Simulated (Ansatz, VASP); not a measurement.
# ZnSe (Stilleite): VASP beside Ansatz, part 2 of 2

One calculation is typed for both programs; each brings its own data sets. How far apart do they land? The cell is taken from a series of runs on this material, whose earlier steps may have relaxed, scaled, displaced or heated it; both programs get it as it stands.

VASP 6.6.1 and Ansatz 0.2.0.

So far: The structure; Ansatz: relaxation of cell and atoms, LDA; VASP: relaxation of cell and atoms, LDA; Differences.

### Step 5. VASP: zone-centre phonons, LDA

Level of this step: LDA; plane waves and PAW (Zn, Se) (VASP).

Second derivatives magnify differences that forces hide, and they need a tight electronic threshold.

Input file INCAR:

```
SYSTEM = ZnSe
PREC = Accurate
ENCUT = 500
EDIFF = 1E-08
NELM = 120
ISMEAR = 0
SIGMA = 0.01
LREAL = .FALSE.
ALGO = Normal
GGA = PW92
NBANDS = 15
LORBIT = 11
LWAVE = .FALSE.
LCHARG = .FALSE.
ISIF = 2
IBRION = 8
LEPSILON = .TRUE.
LASPH = .TRUE.
GGA_COMPAT = .FALSE.
EFERMI = MIDGAP
KPAR = 2
```

Input file POSCAR:

```
ZnSe
1.0
    0.0000000000      2.7836754286      2.7836754286
    2.7836754286      0.0000000000      2.7836754286
    2.7836754286      2.7836754286      0.0000000000
Zn Se
1 1
Direct
    0.0000000000      0.0000000000      0.0000000000
    0.7500000000      0.7500000000      0.7500000000
```

Input file KPOINTS:

```
Automatic mesh
0
Gamma
10 10 10
0 0 0
```

PAW data sets: Zn and Se (LDA family, release 64).

Started as:

```
$ mpirun -np 2 vasp_std
```

Numbers of over 12 decimals in the logs are rounded to 6 here.

The log of the run:

```text
[banner, memory and clock lines left out]
running    2 mpi-ranks, on    1 nodes
[...]
[... a notice as in an earlier step ...]

 LDA part: xc-table for (Slater(with rela. corr.)+PW92), standard interpolation
 POSCAR, INCAR and KPOINTS ok, starting setup
[...]
entering main loop
       N       E                     dE             d eps       ncg     rms          rms(c)
DAV:   1     0.851670316014E+02    0.85167E+02   -0.88368E+03  1410   0.138E+03
DAV:   2    -0.195274233411E+01   -0.87120E+02   -0.81665E+02  1564   0.254E+02
DAV:   3    -0.762985206161E+01   -0.56771E+01   -0.56516E+01  1711   0.647E+01
DAV:   4    -0.768087949995E+01   -0.51027E-01   -0.51021E-01  1676   0.656E+00
[...]
DAV:  12    -0.736874319927E+01   -0.38818E-07   -0.25053E-06  1690   0.118E-02    0.118E-03
DAV:  13    -0.736874322190E+01   -0.22628E-07   -0.91506E-08  1676   0.270E-03    0.481E-04
DAV:  14    -0.736874322268E+01   -0.78171E-09   -0.72388E-10  1076   0.466E-04
   1 F= -.73687432E+01 E0= -.73687432E+01  d E =0.000000E+00
[...]
RMM:  10    -0.210589101043E+00    0.28962E-08    0.24319E-10  9286   0.108E-04    0.183E-06
 first order change of Fermi-energy  -0.39368E+00
 force on displaced ion       1 direction 1 :  -6.289  -0.000  -0.000
 Born effective charge ion    1 direction 1 :   1.971   0.000   0.000
 Linear response progress:
  Degree of freedom:   2/  2
       N       E                     dE             d eps       ncg     rms          rms(c)
RMM:   1    -0.825875049879E-01   -0.82588E-01    0.10520E-01 12301   0.177E+00
RMM:   2    -0.819743127420E-01    0.61319E-03   -0.32635E-03  8129   0.505E-01    0.122E-01
RMM:   3    -0.821501729196E-01   -0.17586E-03   -0.17881E-04  9001   0.105E-01    0.667E-02
RMM:   4    -0.824476496257E-01   -0.29748E-03   -0.52514E-05  9121   0.454E-02    0.824E-03
[...]
RMM:  10    -0.824415424354E-01    0.10322E-06   -0.12300E-08  9632   0.722E-05    0.387E-06
RMM:  11    -0.824415526516E-01   -0.10216E-07   -0.10593E-08  8655   0.588E-05    0.205E-06
RMM:  12    -0.824415574829E-01   -0.48313E-08   -0.16524E-08  5697   0.546E-05    0.237E-07
 first order change of Fermi-energy   0.39385E+00
 force on displaced ion       2 direction 1 :  -6.366   0.000   0.000
 Born effective charge ion    2 direction 1 :  -1.986   0.000   0.000
 Born effective charges drift removed
 Linear response finished
```

OUTCAR, selected parts (step 5):

```text
  Total        0.0892958      0.0892958      0.0892958     -0.0000000      0.0000000      0.0000000
  in kB        3.3163158      3.3163158      3.3163158     -0.0000000      0.0000000      0.0000000
  external PRESSURE =       3.3163158 kB  Pullay stress =       0.0000000 kB

 POSITION                                       TOTAL-FORCE (eV/Angst)
 -----------------------------------------------------------------------------------
      0.00000      0.00000      0.00000         0.000000      0.000000      0.000000
      4.17551      4.17551      4.17551        -0.000000     -0.000000     -0.000000
 -----------------------------------------------------------------------------------
    total drift:                                0.000000      0.000000     -0.000000

 MACROSCOPIC STATIC DIELECTRIC TENSOR (including local field effects in DFT)
 ------------------------------------------------------
           7.660136     0.000000    -0.000000
          -0.000000     7.660136     0.000000
           0.000000     0.000000     7.660136
 ------------------------------------------------------

 MACROSCOPIC STATIC DIELECTRIC TENSOR IONIC CONTRIBUTION
 ------------------------------------------------------
           2.596710    -0.000000    -0.000000
          -0.000000     2.596710     0.000000
          -0.000000     0.000000     2.596710
 ------------------------------------------------------

[... 2 further parts left out ...]
```

The dielectric response converges more slowly with the mesh than energies do, so tensor and charges may still move on a finer one.

### Step 6. Ansatz: zone-centre phonons, LDA

The same cell, functional (in two slightly different forms) and mesh now go to Ansatz, which takes its cutoff from its data sets.

The cell is taken from a series of runs on this material, whose earlier steps may have relaxed, scaled, displaced or heated it; both programs get it as it stands.

Input file input.yaml:

```yaml
crystal:
  lattice:
    - [0.0, 2.7836754286, 2.7836754286]
    - [2.7836754286, 0.0, 2.7836754286]
    - [2.7836754286, 2.7836754286, 0.0]
  atoms:
    - { symbol: Zn, position: [0.0, 0.0, 0.0] }
    - { symbol: Se, position: [0.75, 0.75, 0.75] }
kpoints:
  mp_grid: { grid: [10, 10, 10] }
hamiltonian:
  xc: lda
  pseudopotentials: { kind: paw, azcp: { folder: soft_1 }, xc_functional: pbe }
scf:
  occupations: { method: fixed }
output:
  eigenvalues: true
phonons:
  method: dfpt
  dielectric: true
  rigid_motions: translations
  field_mesh: kpoints
```

Started as:

```
$ ansatz run input.yaml --threads 4 --pin off --max-ram 10240MiB --backend cpu --events-out ev --progress --plain --runs-dir out
```

The log of the run:

```text
[...]
Crystal: 2 atoms, lattice volume = 43.141 Å³
Basis set: ecut = 420 eV, 869 PW (Γ), exchange–correlation on 54×54×54 points (8 copies of the dense FFT grid, shifted against one another)
Bands: 18, of which v1, the nominal top of the filled ones, is band 14 counted from 1 (13 counted from 0)
Symmetry: 24 space group operations
k-points: 171 of 1000 (irreducible under 4 space group operations, time reversal used)
[...]
optical modes at Γ + LO–TO along q̂ = [1.0000, 0.0000, 0.0000]:
      ω (cm⁻¹)  modes    IR ((D/Å)²/amu)
[...]
optical modes at Γ + LO–TO along q̂ = [0.0000, 1.0000, 0.0000]:
      ω (cm⁻¹)  modes    IR ((D/Å)²/amu)
        217.79      2             5.0006
        253.16      1             2.5003
  optical modes at Γ + LO–TO along q̂ = [0.0000, 0.0000, 1.0000]:
      ω (cm⁻¹)  modes    IR ((D/Å)²/amu)
        217.79      2             5.0006
        253.16      1             2.5003
[key lines of the parts left out:]
SCF converged after 10 iterations
Free energy (F): -8630.861346 eV
Fermi energy:    6.957289 eV
```

### Step 7. Side by side

What differs besides the data sets and the points named for the pairs above, as far as they apply: the data sets hold 28 valence electrons in Ansatz (on its PAW soft_1 files) and 18 in VASP. Total energies have different zeros and are not compared.

Both answers:

```tsv
quantity	Ansatz	VASP	difference
ε∞ xx	7.42	7.66	-3.10 %
ε∞ yy	7.42	7.66	-3.10 %
ε∞ zz	7.42	7.66	-3.10 %
Born charge of Zn1 (mean of the diagonal) (e)	1.97	1.98	-0.01
Born charge of Se2 (mean of the diagonal) (e)	-1.97	-1.98	+0.01
optical mode 1 to 3 (cm⁻¹)	217.8	219.3	-0.67 %
```

Modes are paired by rising frequency, not by their patterns, so a pair may set unlike modes beside each other; they are those without the splitting of longitudinal modes.

### Step 8. Results

| Item | Value |
| --- | --- |
| difference in volume (relaxation of cell and atoms, LDA) | -0.45 % |
| r.m.s. difference of the optical zone-centre modes, each program's sorted by frequency (zone-centre phonons, LDA) | 1.5 cm⁻¹ |
| difference in ε∞ xx (zone-centre phonons, LDA) | -3.1 % |

What this shows: The difference in volume is -0.45 % (relaxation of cell and atoms, LDA), within the 1.2 % picked in this series as the mark of a large difference, as far as the stopping tolerances let one tell. The data sets hold unlike numbers of valence electrons (28 in Ansatz and 18 in VASP), so part of the differences comes from the potentials. Among the rows given in per cent, the largest difference of the zone-centre phonons, LDA pair is in ε∞ xx, -3.1 %. How closely two codes agree says nothing of how well the functional describes the real material.

[Lines on the potential files, build, host, timing and source positions are cut from VASP's logs without a mark.]

[Logs are printed without paths, hosts, clocks, repeated set-up lines and the standing remarks that a program may print on its own settings, such as how far it seeks lower states.]

[Hosts, paths, dates, database ids (printed as entryN), source tags and the programs' standing remarks are cut or masked in the printed files.]
